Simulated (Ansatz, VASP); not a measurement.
# Si3C (ordered alloy, x = 0.25, built in the cubic cell of 8 atoms (invented)) in two plane-wave programs, part 2 of 2

One calculation is typed for both programs; each brings its own data sets. How far apart do they land? The cell is generated by rule, not measured, and may not be a known phase. The cell is taken from a series of runs on this material, whose earlier steps may have relaxed, scaled, displaced or heated it; both programs get it as it stands.

VASP 6.6.1 and Ansatz 0.2.0.

So far: Set-up; Ansatz: relaxation of cell and atoms, r2SCAN, pair 1.

### 3. VASP: relaxation of cell and atoms, r2SCAN, pair 1

Level of this step: r2SCAN; plane waves and PAW (C, Si); invented cell (VASP).

The same cell, functional, mesh and smearing now go to VASP, with its own data sets.

Lines of VASP's logs that name or quote its potential files are left out, and so is its time.

Input file INCAR:

```
SYSTEM = Si3C
PREC = Accurate
ENCUT = 660
EDIFF = 1E-07
NELM = 120
ISMEAR = -1
SIGMA = 0.025
LREAL = .FALSE.
ALGO = Normal
METAGGA = R2SCAN
LASPH = .TRUE.
NBANDS = 24
LORBIT = 11
LWAVE = .FALSE.
LCHARG = .FALSE.
ISIF = 3
IBRION = 2
NSW = 80
EDIFFG = -0.005
GGA_COMPAT = .FALSE.
NELMIN = 4
LMIXTAU = .TRUE.
KPAR = 2
```

Input file POSCAR:

```
Si3C
1.0
    3.4995700000      2.0204780000      3.1619380000
   -3.4995700000      2.0204780000      3.1619380000
    0.0000000000     -4.0409550000      3.1619380000
C Si
2 6
Direct
    0.8181534405      0.8181534405      0.8181536429
    0.1818465825      0.1818465825      0.1818466275
    0.9082714097      0.3564953344      0.3564952794
    0.3564953344      0.9082714097      0.3564952794
    0.3564952281      0.3564952281      0.9082715672
    0.0917286132      0.6435046885      0.6435049910
    0.6435046885      0.0917286132      0.6435049910
    0.6435047948      0.6435047948      0.0917287032
```

Input file KPOINTS:

```
Automatic mesh
0
Gamma
9 9 9
0 0 0
```

Potentials, in the order of the species: C and Si (PBE family, release 64).

Run with:

```bash
> mpirun -np 2 vasp_std
```

Numbers of over 12 decimals in the logs are rounded to 6 here.

Output:

```text
[banner, memory and clock lines left out]
running    2 mpi-ranks, on    1 nodes
 distrk:  each k-point on    1 cores,    2 groups
 distr:  one band on    1 cores,    1 groups

 POSCAR found type information on POSCAR C Si
 POSCAR found :  2 types and       8 ions
|                                                                             |
|               ----> ADVICE to this user running VASP <----                  |
|                                                                             |
|     You enforced a specific xc type in the INCAR file but a different       |
|     [... a line on the potential file left out ...]
|     I HOPE YOU KNOW WHAT YOU ARE DOING!                                     |
|                                                                             |

 LDA part: xc-table for (None), standard interpolation
 POSCAR, INCAR and KPOINTS ok, starting setup
 FFT: planning ... GRIDC
 FFT: planning ... GRID_SOFT
 FFT: planning ... GRID
 WAVECAR not read
 entering main loop
       N       E                     dE             d eps       ncg     rms          rms(c)
DAV:   1     0.770439673877E+02    0.77044E+02   -0.15413E+04  4080   0.141E+03
DAV:   2    -0.689681168522E+02   -0.14601E+03   -0.13572E+03  5320   0.203E+02
DAV:   3    -0.790756065681E+02   -0.10107E+02   -0.98554E+01  5408   0.505E+01
DAV:   4    -0.793229286267E+02   -0.24732E+00   -0.24698E+00  5040   0.924E+00
DAV:   5    -0.793290296046E+02   -0.61010E-02   -0.60992E-02  5392   0.144E+00    0.156E+01
DAV:   6    -0.705835994017E+02    0.87454E+01   -0.20011E+01  5320   0.256E+01    0.990E+00
DAV:   7    -0.697028968626E+02    0.88070E+00   -0.27956E+00  4872   0.961E+00    0.594E+00
DAV:   8    -0.707114910621E+02   -0.10086E+01   -0.92098E-01  4512   0.610E+00    0.139E+00
DAV:   9    -0.693998419876E+02    0.13116E+01   -0.81518E-01  4448   0.609E+00    0.104E+00
DAV:  10    -0.700266666083E+02   -0.62682E+00   -0.32748E-01  4680   0.353E+00    0.380E-01
DAV:  11    -0.699987358294E+02    0.27931E-01   -0.42070E-02  5320   0.143E+00    0.246E-01
DAV:  12    -0.700277355313E+02   -0.29000E-01   -0.17114E-02  4832   0.106E+00    0.165E-01
DAV:  13    -0.700285633035E+02   -0.82777E-03   -0.11101E-03  5224   0.293E-01    0.839E-02
DAV:  14    -0.700311093172E+02   -0.25460E-02   -0.28100E-03  4648   0.416E-01    0.171E-02
DAV:  15    -0.700315717697E+02   -0.46245E-03   -0.34730E-04  5104   0.134E-01    0.106E-02
DAV:  16    -0.700315653584E+02    0.64113E-05   -0.14271E-04  4928   0.116E-01    0.160E-02
DAV:  17    -0.700316272708E+02   -0.61912E-04   -0.25280E-05  5200   0.471E-02    0.761E-03
DAV:  18    -0.700316321570E+02   -0.48862E-05   -0.78829E-06  5208   0.193E-02    0.367E-03
DAV:  19    -0.700316370362E+02   -0.48792E-05   -0.19576E-06  5104   0.125E-02    0.206E-03
DAV:  20    -0.700316374175E+02   -0.38128E-06   -0.30729E-07  4896   0.465E-03    0.720E-04
DAV:  21    -0.700316375077E+02   -0.90164E-07   -0.90900E-08  3336   0.182E-03
   1 F= -.70031638E+02 E0= -.70030278E+02  d E =-.700316E+02
[...]
2 F= -.70031719E+02 E0= -.70030343E+02  d E =-.810562E-04
[...]
3 F= -.70031907E+02 E0= -.70030539E+02  d E =-.269627E-03
[...]
4 F= -.70031907E+02 E0= -.70030539E+02  d E =-.269597E-03
[...]
5 F= -.70031955E+02 E0= -.70030587E+02  d E =-.476334E-04
[...]
6 F= -.70031955E+02 E0= -.70030587E+02  d E =-.481554E-04
[...]
7 F= -.70031968E+02 E0= -.70030606E+02  d E =-.125969E-04
 ZBRENT: can't locate minimum, use default step
 trial-energy change:   -0.000013  1 .order   -0.000013   -0.000014   -0.000011
 step:   3.5664(harm=  5.2485)  dis= 0.00192  next Energy=   -70.031996 (dE=-0.404E-04)
 bond charge predicted
       N       E                     dE             d eps       ncg     rms          rms(c)
DAV:   1    -0.700319882803E+02   -0.20492E-04   -0.10321E-02  4096   0.617E-01    0.222E-02
DAV:   2    -0.700319892415E+02   -0.96122E-06   -0.13398E-04  5440   0.724E-02    0.128E-02
DAV:   3    -0.700319837269E+02    0.55146E-05   -0.26222E-05  4712   0.348E-02    0.578E-03
DAV:   4    -0.700319828325E+02    0.89441E-06   -0.16471E-05  4536   0.295E-02    0.334E-03
DAV:   5    -0.700319892226E+02   -0.63901E-05   -0.42934E-06  4584   0.166E-02    0.140E-03
DAV:   6    -0.700319894577E+02   -0.23506E-06   -0.19661E-07  4640   0.317E-03    0.806E-04
DAV:   7    -0.700319896372E+02   -0.17952E-06   -0.11389E-07  3528   0.310E-03    0.268E-04
DAV:   8    -0.700319896962E+02   -0.59009E-07   -0.44038E-08  2544   0.179E-03
   8 F= -.70031990E+02 E0= -.70030645E+02  d E =-.344366E-04
 curvature:  -2.59 expect dE=-0.915E-05 dE for cont linesearch -0.180E-05
 trial: gam= 0.00755 g(F)=  0.300E-05 g(S)=  0.537E-06 ort = 0.352E-05 (trialstep = 0.143E+01)
 search vector abs. value=  0.359E-05
 reached required accuracy - stopping structural energy minimisation
```

From OUTCAR (step 3):

```text
ion  position               nearest neighbor table
   1  0.818  0.818  0.818-   8 1.83   7 1.83   6 1.83
   2  0.182  0.182  0.182-   5 1.83   4 1.83   3 1.83
   3  0.908  0.356  0.356-   2 1.83   8 2.36   7 2.36   6 2.43   5 3.14   4 3.14
   4  0.356  0.908  0.356-   2 1.83   8 2.36   6 2.36   7 2.43   5 3.14   3 3.14
   5  0.356  0.356  0.908-   2 1.83   6 2.36   7 2.36   8 2.43   4 3.14   3 3.14
   6  0.092  0.644  0.644-   1 1.83   5 2.36   4 2.36   3 2.43   8 3.14   7 3.14
   7  0.644  0.092  0.644-   1 1.83   5 2.36   3 2.36   4 2.43   8 3.14   6 3.14
   8  0.644  0.644  0.092-   1 1.83   3 2.36   4 2.36   5 2.43   6 3.14   7 3.14

  LATTYP: Found a trigonal (rhomboedric) cell.
 ALAT       =     5.1310008018
 COS(alpha) =     0.0696311509

 Subroutine GETGRP returns: Found 12 space group operations
 (whereof 12 operations were pure point group operations)

The static configuration has the point symmetry D_3d.

 Found     85 irreducible k-points:

   k-points           NKPTS =     85   k-points in BZ     NKDIM =     85   number of bands    NBANDS=     24

   dimension x,y,z NGX =    48 NGY =   48 NGZ =   48
   dimension x,y,z NGXF=    96 NGYF=   96 NGZF=   96

   ENCUT  =  660.0 eV  48.51 Ry    6.96 a.u.  10.75 10.75 10.75*2*pi/ulx,y,z

   NELECT =      32.0000    total number of electrons

 k-points in reciprocal lattice and weights: Automatic mesh
   0.00000000  0.00000000  0.00000000       0.001
   0.11111111  0.00000000 -0.00000000       0.008
   0.22222222 -0.00000000 -0.00000000       0.008
   0.33333333 -0.00000000 -0.00000000       0.008
   0.44444444 -0.00000000 -0.00000000       0.008
   0.11111111  0.11111111 -0.00000000       0.008
   0.22222222  0.11111111 -0.00000000       0.016
   0.33333333  0.11111111 -0.00000000       0.016
   0.44444444  0.11111111 -0.00000000       0.016
[...]
0.44444444  0.44444444  0.44444444       0.003
  -0.44444444  0.44444444  0.44444444       0.008

 average (electrostatic) potential at core
       1 -50.4723       2 -50.4723       3 -86.2341       4 -86.2341       5 -86.2341
       6 -86.2341       7 -86.2341       8 -86.2341

 E-fermi :   5.7066

 k-point     1 :       0.0000    0.0000    0.0000
  band No.  band energies     occupation
    ...
     12       2.5166      2.00000
     13       3.5287      2.00000
     14       3.9048      2.00000
     15       4.9368      2.00000
     16       4.9368      2.00000
     17       6.6727      0.00000
     18       7.3995      0.00000
     19       7.3995      0.00000
     20       7.8561      0.00000
     21       7.8561      0.00000
    ...

 k-point     2 :       0.1111    0.0000   -0.0000
  band No.  band energies     occupation
    ...
     12       2.5925      2.00000
     13       3.3965      2.00000
     14       3.9745      2.00000
     15       4.7743      2.00000
     16       4.7869      2.00000
     17       6.5497      0.00000
     18       7.3697      0.00000
     19       7.6083      0.00000
     20       8.0582      0.00000
     21       8.2675      0.00000
    ...

 k-point     3 :       0.2222   -0.0000   -0.0000
  band No.  band energies     occupation
    ...
     12       2.7318      2.00000
     13       3.0756      2.00000
     14       3.8654      2.00000
     15       4.4799      2.00000
     16       4.5883      2.00000
     17       6.3996      0.00000
     18       7.3616      0.00000
     19       8.1488      0.00000
     20       8.2632      0.00000
     21       8.7084      0.00000
    ...

  Total       -0.0030166     -0.0030166      0.0084157     -0.0000000      0.0000000      0.0000000
  in kB       -0.0361345     -0.0361345      0.1008087     -0.0000000      0.0000000      0.0000000
  external PRESSURE =       0.0095132 kB  Pullay stress =       0.0000000 kB

  energy-cutoff  :      660.00
  volume of cell :      133.75
      direct lattice vectors                 reciprocal lattice vectors
     3.497196193  2.019107481  3.156991214     0.142971676  0.082544736  0.105585757
    -3.497196193  2.019107481  3.156991214    -0.142971676  0.082544736  0.105585757
    -0.000000000 -4.038213965  3.156991215     0.000000000 -0.165089472  0.105585783

 POSITION                                       TOTAL-FORCE (eV/Angst)
 -----------------------------------------------------------------------------------
     -0.00000     -0.00000      7.75126        -0.000000      0.000000      0.002939
     -0.00000     -0.00000      1.71971        -0.000000     -0.000000     -0.002939
      1.92934      1.11391      5.11795        -0.000813     -0.000469     -0.002571
     -1.92934      1.11391      5.11795         0.000813     -0.000469     -0.002571
     -0.00000     -2.22781      5.11795        -0.000000      0.000939     -0.002571
     -1.92934     -1.11391      4.35302         0.000813      0.000469      0.002571
      1.92934     -1.11391      4.35302        -0.000813      0.000469      0.002571
     -0.00000      2.22781      4.35302        -0.000000     -0.000939      0.002571
 -----------------------------------------------------------------------------------
    total drift:                               -0.000000      0.000338     -0.000661

  FREE ENERGIE OF THE ION-ELECTRON SYSTEM (eV)
  ---------------------------------------------------
  free  energy   TOTEN  =       -70.0319896962 eV

  energy  without entropy=      -70.0293011924  energy(sigma->0) =      -70.03064544

 reached required accuracy - stopping structural energy minimisation

 total charge
# of ion       s       p       d       tot
------------------------------------------
    1        0.874   1.588   0.000   2.462
    2        0.874   1.588   0.000   2.462
    3        0.741   0.974   0.000   1.714
    4        0.741   0.974   0.000   1.714
    5        0.741   0.974   0.000   1.714
    6        0.741   0.974   0.000   1.714
    7        0.741   0.974   0.000   1.714
    8        0.741   0.974   0.000   1.714
--------------------------------------------------
tot          6.193   9.017   0.000  15.210

[... 3 further parts left out ...]
```

### 4. Side by side

Known differences besides the potentials themselves: VASP keeps PBE cores, Ansatz makes them for the functional; the cutoff is 500 eV in Ansatz and 660 eV in VASP; Ansatz adds a Pulay correction to the stress that steers its cell, VASP none. Total energies have different zeros and are not compared.

The two programs side by side:

| quantity | Ansatz | VASP | difference |
| --- | --- | --- | --- |
| volume (Å³) | 134.13 | 133.75 | +0.28 % |
| edge a after relaxation, in the typed setting (Å) | 5.131 | 5.126 | +0.10 % |

### 5. Ansatz: relaxation of cell and atoms, r2SCAN, pair 2

The relaxed volume is the usual yardstick between codes: in a stiff, nearly cubic crystal its relative difference is about their pressure difference at one cell divided by the bulk modulus.

The cell is taken from a series of runs on this material, whose earlier steps may have relaxed, scaled, displaced or heated it; both programs get it as it stands.

Input file input.yaml:

```yaml
crystal:
  lattice:
    - [3.497441816, 2.0192489739, 3.1678848821]
    - [-3.497441816, 2.0192489739, 3.1678848821]
    - [0.0, -4.0384979479, 3.1678848821]
  atoms:
    - { symbol: C, position: [0.8173975141, 0.8173975141, 0.8173975141] }
    - { symbol: Si, position: [0.908549084, 0.356854096, 0.356854096] }
    - { symbol: Si, position: [0.356854096, 0.908549084, 0.356854096] }
    - { symbol: Si, position: [0.356854096, 0.356854096, 0.908549084] }
    - { symbol: C, position: [0.1826024859, 0.1826024859, 0.1826024859] }
    - { symbol: Si, position: [0.091450916, 0.643145904, 0.643145904] }
    - { symbol: Si, position: [0.643145904, 0.091450916, 0.643145904] }
    - { symbol: Si, position: [0.643145904, 0.643145904, 0.091450916] }
kpoints:
  mp_grid: { grid: [9, 9, 9] }
hamiltonian:
  xc: r2scan
  pseudopotentials: { kind: paw, azcp: { folder: soft_1 } }
scf:
  occupations: { method: gaussian, width: 0.1 }
output:
  forces: true
  stress: true
  eigenvalues: true
  write_density: true
  write_potential: true
  elf: true
  volumetric_format: npy
relax:
  adjacent_minimum: "off"
  f_tol: 0.005
  max_steps: 80
  cell: { stress_tol: 0.05 }
```

Run with:

```bash
> ansatz run input.yaml --threads 4 --pin off --max-ram 9216MiB --backend cpu --events-out ev --progress --plain --runs-dir out
```

Output:

```text
[...]
Crystal: 8 atoms, lattice volume = 134.234 Å³
Basis set: ecut = 500 eV, 3413 PW (Γ), exchange–correlation on 160×160×160 points (64 copies of the dense FFT grid, shifted against one another)
Bands: 24, of which v1, the nominal top of the filled ones, is band 16 counted from 1 (15 counted from 0)
Symmetry: 12 space group operations
[...]
k-points: 85 of 729
[...]
atoms:
    - { symbol: C, position: [0.818153, 0.818153, 0.818153] }
    - { symbol: Si, position: [0.908271, 0.356495, 0.356495] }
    - { symbol: Si, position: [0.356495, 0.908271, 0.356495] }
    - { symbol: Si, position: [0.356495, 0.356495, 0.908271] }
    - { symbol: C, position: [0.181847, 0.181847, 0.181847] }
    - { symbol: Si, position: [0.091729, 0.643505, 0.643505] }
    - { symbol: Si, position: [0.643505, 0.091729, 0.643505] }
    - { symbol: Si, position: [0.643505, 0.643505, 0.091729] }
[key lines of the parts left out:]
SCF converged after 5 iterations
Free energy (F): -4335.197765 eV
Fermi energy:    6.350993 eV
P = ⅓ Tr σ = 0.0039 GPa (0.039 kbar)
```

### 6. VASP: relaxation of cell and atoms, r2SCAN, pair 2

The same cell, functional, mesh and smearing now go to VASP, with its own data sets.

Changes to INCAR since step 3:

```diff
@@ -5,4 +5,4 @@
 NELM = 120
-ISMEAR = -1
-SIGMA = 0.025
+ISMEAR = 0
+SIGMA = 0.1
 LREAL = .FALSE.
```

Input file POSCAR:

```
Si3C
1.0
    3.4974420000      2.0192490000      3.1678850000
   -3.4974420000      2.0192490000      3.1678850000
    0.0000000000     -4.0384980000      3.1678850000
C Si
2 6
Direct
    0.8173975171      0.8173975171      0.8173975171
    0.1826024829      0.1826024829      0.1826024829
    0.9085490375      0.3568541130      0.3568539705
    0.3568541130      0.9085490375      0.3568539705
    0.3568540531      0.3568540531      0.9085490149
    0.0914508573      0.6431457817      0.6431459242
    0.6431457817      0.0914508573      0.6431459242
    0.6431458417      0.6431458417      0.0914508799
```

KPOINTS is that of step 3.

Run with:

```bash
> mpirun -np 2 vasp_std
```

Output:

```text
[banner, memory and clock lines left out]
running    2 mpi-ranks, on    1 nodes
[...]
[... a notice as in an earlier step ...]

 LDA part: xc-table for (None), standard interpolation
 POSCAR, INCAR and KPOINTS ok, starting setup
[...]
entering main loop
       N       E                     dE             d eps       ncg     rms          rms(c)
DAV:   1     0.767591840525E+02    0.76759E+02   -0.15447E+04  4080   0.141E+03
DAV:   2    -0.691020823755E+02   -0.14586E+03   -0.13542E+03  5280   0.203E+02
DAV:   3    -0.790987971649E+02   -0.99967E+01   -0.97613E+01  5384   0.501E+01
DAV:   4    -0.793424652015E+02   -0.24367E+00   -0.24337E+00  5064   0.921E+00
[...]
DAV:  19    -0.700331055437E+02   -0.46216E-05   -0.17044E-06  5168   0.117E-02    0.189E-03
DAV:  20    -0.700331059745E+02   -0.43076E-06   -0.32770E-07  4936   0.468E-03    0.672E-04
DAV:  21    -0.700331060739E+02   -0.99409E-07   -0.10089E-07  3256   0.193E-03
   1 F= -.70033106E+02 E0= -.70029788E+02  d E =-.700331E+02
[... from here on, the cycles between the ionic steps are left out ...]
   2 F= -.70033528E+02 E0= -.70030194E+02  d E =-.421511E-03
   3 F= -.70033529E+02 E0= -.70030195E+02  d E =-.423401E-03
   4 F= -.70033675E+02 E0= -.70030367E+02  d E =-.145818E-03
   5 F= -.70033678E+02 E0= -.70030376E+02  d E =-.148282E-03
   6 F= -.70033793E+02 E0= -.70030519E+02  d E =-.114784E-03
   7 F= -.70033864E+02 E0= -.70030628E+02  d E =-.185920E-03
   8 F= -.70033866E+02 E0= -.70030639E+02  d E =-.188427E-03
   9 F= -.70033891E+02 E0= -.70030673E+02  d E =-.252794E-04
  10 F= -.70033906E+02 E0= -.70030697E+02  d E =-.401884E-04
  11 F= -.70033905E+02 E0= -.70030715E+02  d E =-.392380E-04
  12 F= -.70033911E+02 E0= -.70030710E+02  d E =-.447954E-04
[...]
reached required accuracy - stopping structural energy minimisation
```

Parts of OUTCAR (step 6):

```text
  Total        0.0276626      0.0276626     -0.0093858     -0.0000000     -0.0000000     -0.0000000
  in kB        0.3313509      0.3313508     -0.1124255     -0.0000000     -0.0000000     -0.0000000
  external PRESSURE =       0.1834254 kB  Pullay stress =       0.0000000 kB

 POSITION                                       TOTAL-FORCE (eV/Angst)
 -----------------------------------------------------------------------------------
      0.00000      0.00000      7.75144        -0.000000     -0.000000      0.004584
      0.00000      0.00000      1.72165        -0.000000     -0.000000     -0.004584
      1.92903      1.11373      5.11902        -0.001983     -0.001145      0.003193
     -1.92903      1.11373      5.11902         0.001983     -0.001145      0.003193
      0.00000     -2.22745      5.11902        -0.000000      0.002290      0.003193
     -1.92903     -1.11373      4.35407         0.001983      0.001145     -0.003193
      1.92903     -1.11373      4.35407        -0.001983      0.001145     -0.003193
      0.00000      2.22745      4.35407        -0.000000     -0.002290     -0.003193
 -----------------------------------------------------------------------------------
    total drift:                               -0.000000      0.000000      0.000237

  FREE ENERGIE OF THE ION-ELECTRON SYSTEM (eV)
  ---------------------------------------------------
  free  energy   TOTEN  =       -70.0339109795 eV

  energy  without entropy=      -70.0275087180  energy(sigma->0) =      -70.03070985

[... 2 parts as in an earlier step ...]

[... 2 further parts left out ...]
[key lines of the parts left out:]
E-fermi :   5.7141
```

### 7. Differences

Compared:

```
                                         quantity  Ansatz    VASP  difference
                                      volume (Å³)  134.14  133.76     +0.29 %
edge a after relaxation, in the typed setting (Å)   5.131   5.126     +0.10 %
```

### 8. What came out

| Quantity | Value |
| --- | --- |
| difference in volume (relaxation of cell and atoms, r2SCAN, pair 1) | 0.28 % |
| difference in volume (relaxation of cell and atoms, r2SCAN, pair 2) | 0.29 % |

In words: The difference in volume is 0.29 % (relaxation of cell and atoms, r2SCAN, pair 2), within the 1.2 % picked in this series as the mark of a large difference, as far as the stopping tolerances let one tell. 1 further run of this series is not shown here. Such differences can come from data sets, numerical settings and the points named under the comparisons, not from the functional's error against experiment.

[Lines on the potential files, build, host, timing and source positions are cut from VASP's logs without a mark.]

[Logs are printed without paths, hosts, clocks, repeated set-up lines and the standing remarks that a program may print on its own settings, such as how far it seeks lower states.]

[Hosts, paths, dates, database ids (printed as entryN), source tags and the programs' standing remarks are cut or masked in the printed files.]
